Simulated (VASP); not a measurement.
Calculation: PBE GGA with D3 dispersion (Becke-Johnson damping), VASP's PBE PAW potentials (set 64) (plane waves; VASP).

The input files of a VASP run:

### POSCAR
```
CdF2
5.5070930
  0.0000000000   0.5000000050   0.5000000050
  0.5000000050   0.0000000000   0.5000000050
  0.5000000050   0.5000000050   0.0000000000
Cd F
1 2
Cart
  0.0000000000   0.0000000000   0.0000000000
  0.2500000025   0.2500000025   0.2500000025
  0.7500000075   0.7500000075   0.7500000075
```

### INCAR
```
ISIF=2
LWAVE=F
SYSTEM=CdF2
GGA=PE   ! PBE
EDIFF=1E-7   ! SCF stop (eV)
SIGMA=0.05
LMAXMIX=4   ! l cut-off of mixed one-centre charges
LREAL=F
NELM=100
ISMEAR=0
ALGO=Normal
ENCUT=520   ! plane-wave cut-off (eV)
LASPH=T   ! aspherical one-centre terms
IVDW=12   ! D3, Becke-Johnson
LCHARG=F
PREC=Accurate
```

KPOINTS:
```
K-points
0
Gamma
 7 7 7
```

POTCAR, in this order: Cd F (PBE.64 set). Program: vasp_std.

Output

### OSZICAR
```
       N       E                     dE             d eps       ncg     rms          rms(c)
DAV:   1     0.209089737144E+03    0.20909E+03   -0.15683E+04   696   0.154E+03
DAV:   2    -0.269244990640E+01   -0.21178E+03   -0.20651E+03   793   0.386E+02
DAV:   3    -0.126519066697E+02   -0.99595E+01   -0.99364E+01   727   0.931E+01
DAV:   4    -0.127116977421E+02   -0.59791E-01   -0.59773E-01   763   0.700E+00
DAV:   5    -0.127119056306E+02   -0.20789E-03   -0.20787E-03   705   0.386E-01    0.967E+00
DAV:   6    -0.108833709776E+02    0.18285E+01   -0.55442E+00   886   0.462E+01    0.689E+00
DAV:   7    -0.109259298791E+02   -0.42559E-01   -0.92831E-01   681   0.101E+01    0.396E+00
DAV:   8    -0.109155865375E+02    0.10343E-01   -0.18631E-01   739   0.422E+00    0.786E-01
DAV:   9    -0.109051267957E+02    0.10460E-01   -0.46117E-02   794   0.249E+00    0.106E-01
DAV:  10    -0.109056652207E+02   -0.53843E-03   -0.34610E-03   700   0.773E-01    0.128E-01
DAV:  11    -0.109057651790E+02   -0.99958E-04   -0.24657E-04   714   0.192E-01    0.535E-02
DAV:  12    -0.109057961193E+02   -0.30940E-04   -0.11763E-04   710   0.986E-02    0.162E-02
DAV:  13    -0.109057980500E+02   -0.19308E-05   -0.65067E-06   749   0.232E-02    0.712E-03
DAV:  14    -0.109057979715E+02    0.78532E-07   -0.17747E-06   702   0.199E-02    0.189E-03
DAV:  15    -0.109057980221E+02   -0.50628E-07   -0.91686E-08   557   0.400E-03
   1 F= -.11375797E+02 E0= -.11375797E+02  d E =-.895174E-13
```

### OUTCAR
```
------------------------ aborting loop because EDIFF is reached ----------------------------------------
 Edisp (eV)   -0.47000
  FORCE on cell =-STRESS in cart. coord.  units (eV):
  Direction    XX          YY          ZZ          XY          YZ          ZX
  --------------------------------------------------------------------------------------
  Total      -0.68282    -0.68282    -0.68282    -0.00000     0.00000    -0.00000
  in kB     -26.20051   -26.20051   -26.20051    -0.00000     0.00000    -0.00000
  external pressure =      -26.20 kB  Pullay stress =        0.00 kB
  volume of cell :       41.75
      direct lattice vectors                 reciprocal lattice vectors
     0.000000000  2.753546528  2.753546528    -0.181584003  0.181584003  0.181584003
     2.753546528  0.000000000  2.753546528     0.181584003 -0.181584003  0.181584003
     2.753546528  2.753546528  0.000000000     0.181584003  0.181584003 -0.181584003
 POSITION                                       TOTAL-FORCE (eV/Angst)
 -----------------------------------------------------------------------------------
      0.00000      0.00000      0.00000         0.000000      0.000000      0.000000
      1.37677      1.37677      1.37677         0.000000      0.000000      0.000000
      4.13032      4.13032      4.13032        -0.000000     -0.000000     -0.000000
 -----------------------------------------------------------------------------------
    total drift:                                0.000000     -0.000000      0.000000
  FREE ENERGIE OF THE ION-ELECTRON SYSTEM (eV)
  ---------------------------------------------------
  free  energy   TOTEN  =       -11.3757970051 eV

  energy  without entropy=      -11.3757970051  energy(sigma->0) =      -11.37579701
```
(Selected blocks of OUTCAR.)

The compound is CdF2 in the fluorite structure. This cell is one point of a volume scan, at 1.03 of the reference volume.
